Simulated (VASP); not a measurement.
# AlN: band gap against strain

AlN (wurtzite, P6_3mc, 10.632 Å³/atom and stress up to 0.25 GPa in the relaxed cell, c along z) under an equal strain ε along all three axes. PBE in VASP (plane waves, PAW), 600 eV, 12×12×6 Γ-centred mesh, Gaussian smearing 0.05 eV; ions are relaxed, or left where forces stay under 0.02 eV/Å, within the symmetry of each cell. Gaps are the smallest on the run's k-mesh, which can miss an edge that lies off it, without spin-orbit coupling; in all rows the valence edge lies at Γ and the conduction edge at Γ.

Here s stands for strain and Eg for gap.

| strain (%) | gap (eV) |
|---|---|
| 0.00 | 4.046 |
| 0.50 | 3.920 |
| 1.00 | 3.793 |
| 1.50 | 3.668 |
| 3.00 | ? |

Using a straight line, estimate the missing Eg at s = 3.00 from the other rows, showing the fit.

Means: s 0.75000, Eg 3.8567. About the means, the sum of products is -0.31525 and the sum of squares of s is 1.2500; the slope is their ratio. Least squares gives Eg = 4.0459 - 0.25220·s. Residuals (row less fit): 0.0001, 0.0002, -0.0007, 0.0004; standard error 0.0006 (degrees of freedom: 2). Over these rows the gap moves by -25.22 ± 0.05 eV per unit strain, or -8.4 eV per unit of ln V. At the withheld row, Eg = 4.0459 - 0.25220 × 3.0 = 3.2893 eV. The calculation gives 3.304 eV, 0.0147 eV above the prediction (2.0 % of the range of Eg in the table). The row lies outside the fitted rows, so this is an extrapolation. The scatter of the fitted rows lies at the last printed digit.

A polynomial of degree 2 through the 6 other runs of the series gives 3.303 there, so most of the miss is curvature that the fit leaves out. Rows are the converged runs of the series near zero and its far end; series whose fitted rows scatter by over a few per cent of the range, as at a crossing or softening among them, aren't shown in this form, nor equations of state whose B0' disagrees with the runs' pressures. Most that stay on the fit to the last digits aren't either.
